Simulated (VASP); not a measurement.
```
CELL_PARAMETERS angstrom
      0.00000     2.85860     2.85860
      2.85860     0.00000     2.85860
      2.85860     2.85860     0.00000
ATOMIC_POSITIONS crystal
  Ca 0.00000 0.00000 0.00000
  S  0.50000 0.50000 0.50000
```

These are PBE GGA, VASP's PBE PAW potentials (set 64) (plane waves; VASP) values and carry that method's errors. Numerical set-up: 480 eV cut-off, 8×8×8 Γ-centred mesh, Gaussian smearing of 0.050 eV, potentials Ca_sv S.

What does the run give for the energy per atom (σ→0), band gap (on the k-mesh) with the smallest direct gap where there is one?

```yaml
band gap (on the k-mesh): 2.38 eV
smallest direct gap (on the k-mesh): 3.18 eV
energy per atom (σ→0): -5.182 eV/atom
```

Only differences to runs with the same potentials and settings are physical.

The compound is CaS in the rock salt structure. It was relaxed first.
